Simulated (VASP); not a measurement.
Input:

```
Tl3VSe4
1.0
   -3.90521     3.90521     3.90521
    3.90521    -3.90521     3.90521
    3.90521     3.90521    -3.90521
V Tl Se
1 3 4
Direct
  0.00000   0.00000   0.00000
  0.50000   0.50000   0.00000
  0.00000   0.50000   0.50000
  0.50000   0.00000   0.50000
  0.66248   0.66248   0.66248
  0.33752   0.00000   0.00000
  0.00000   0.00000   0.33752
  0.00000   0.33752   0.00000
```

These are r2SCAN meta-GGA, VASP's PBE PAW potentials (set 64) (plane waves; VASP) values and carry that method's errors. Settings: 400 eV cut-off, 5×5×5 Γ-centred mesh, tetrahedra with Blöchl corrections, potentials V_sv Tl_d Se.

The cores are frozen, which limits the accuracy of field gradients.

Task: Give the principal components of the electric field gradient (V/Å²) and the asymmetry η at each nucleus.

Result: 
```
atom   Vxx   Vyy    Vzz     η
----  ----  ----  -----  ----
V1     0.0   0.0    0.0     -
Tl2   46.1  46.1  -92.2  0.00
Tl3   46.1  46.1  -92.2  0.00
Tl4   46.1  46.1  -92.2  0.00
Se5   22.4  22.4  -44.8  0.00
Se6   22.4  22.4  -44.8  0.00
Se7   22.4  22.4  -44.8  0.00
Se8   22.4  22.4  -44.8  0.00
```

The structure comes from a computed database's Tl3VSe4 entry (I-43m); how it stands against other phases isn't given here. It was relaxed first. The run is not spin-polarised, so no magnetic state was tried.
